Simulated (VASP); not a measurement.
A run of VASP 6.6.1 is set up as follows.

The input INCAR:

```
SYSTEM = HgTe
PREC     = Accurate       ! precision mode
ENCUT    = 600            ! plane-wave cutoff, eV
EDIFF    = 1E-7           ! SCF threshold, eV
ISMEAR   = 0              ! smearing method
SIGMA    = 0.03           ! smearing width, eV
LREAL    = .FALSE.        ! projectors in reciprocal space
LASPH    = .TRUE.         ! aspherical terms in the spheres
NELM     = 80             ! most SCF steps
ALGO     = Normal         ! electronic algorithm
ISIF     = 3              ! what is computed and relaxed
LWAVE    = .FALSE.        ! write WAVECAR
LCHARG   = .FALSE.        ! write CHGCAR
GGA      = PE             ! functional
IVDW     = 12             ! dispersion correction
IBRION   = 2              ! ionic algorithm
NSW      = 90             ! ionic steps
EDIFFG   = -0.005         ! ionic threshold
```

File KPOINTS:

```
Automatic mesh
0
G
  10 10 10
  0 0 0
```

File POSCAR:

```
HgTe                                    
1.0
    0.0000000000      3.2747721367      3.2747721367
    3.2747721367     -0.0000000000      3.2747721367
    3.2747721367      3.2747721367     -0.0000000000
  Hg              Te            
     1     1
Direct
     0.0000000000000000    0.0000000000000000    0.0000000000000000
     0.2500000000000000    0.2500000000000000    0.2500000000000000
```

Potentials or basis: VASP PAW PBE potentials, release 64 (Hg, Te).

The run is started by

```bash
$ cat potpaw_PBE.64/Hg/POTCAR potpaw_PBE.64/Te/POTCAR > POTCAR
$ mpirun -np 1 vasp_std > vasp.out
```

**Question.** What does it give for the band gap on the k mesh?

**Answer.** None (metal or under the smearing width).

**Question.** Estimate the dispersion energy per atom.

**Answer.** -0.344 eV.

Final structure:
```cif
data_structure
_symmetry_space_group_name_H-M 'P 1'
_symmetry_Int_Tables_number 1
_cell_length_a 4.6312
_cell_length_b 4.6312
_cell_length_c 4.6312
_cell_angle_alpha 60.000
_cell_angle_beta 60.000
_cell_angle_gamma 60.000
_cell_volume 70.24
loop_
_atom_site_label
_atom_site_type_symbol
_atom_site_fract_x
_atom_site_fract_y
_atom_site_fract_z
_atom_site_occupancy
Hg1 Hg 0.00000 0.00000 0.00000 1
Te1 Te 0.25000 0.25000 0.25000 1
```

Caveat: the relaxation stopped at its first step, so nothing moved. The run has no spin-orbit coupling, so splittings on Hg, Te are missing.
